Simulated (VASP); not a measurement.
GaN (wurtzite), at 0.96 of the tabulated volume:

```yaml
crystal:
  lattice:
    - [1.57344, -2.72528, 0.00000]
    - [1.57344, 2.72528, 0.00000]
    - [0.00000, 0.00000, 5.11986]
  atoms:
    - { symbol: Ga, position: [0.66667, 0.33333, 0.50000] }
    - { symbol: Ga, position: [0.33333, 0.66667, 0.00000] }
    - { symbol: N, position: [0.66667, 0.33333, 0.87700] }
    - { symbol: N, position: [0.33333, 0.66667, 0.37700] }
```

The lowest empty band near Γ, direction a*, from mBJ (TB09) with spin-orbit coupling in VASP (PAW); its two spin partners are averaged. The gap over the points computed is 3.34 eV, and the next band on that side lies 2.59 eV away at the edge.

Settings: 520 eV cut-off, 9×9×5 Γ-centred mesh, Gaussian smearing of 0.050 eV, potentials Ga_d N.

```
distance from the edge in k (1/Å)  distance in energy (meV)
---------------------------------  ------------------------
0.018                                                   4.8
0.025                                                   9.1
0.035                                                  17.9
0.050                                                  36.3
0.070                                                  70.4
```

Q: Fit E(1 + αE) = ħ²k²/2m* (ħ²/2m0 = 3.810 eV Å²) and predict the row at 0.095 1/Å.

A: Least squares on the energies gives the electron mass m* = 0.259 m0 and α = 0.31 per eV, and so 127.4 meV. The run gave 127.1 meV, -0.3 meV from the fit.

Left out are points under 3 meV from the edge, since the levels carry 0.1 meV, and points farther than half the way to the next band.

The compound is GaN in the wurtzite structure. The cell was not relaxed at this level.
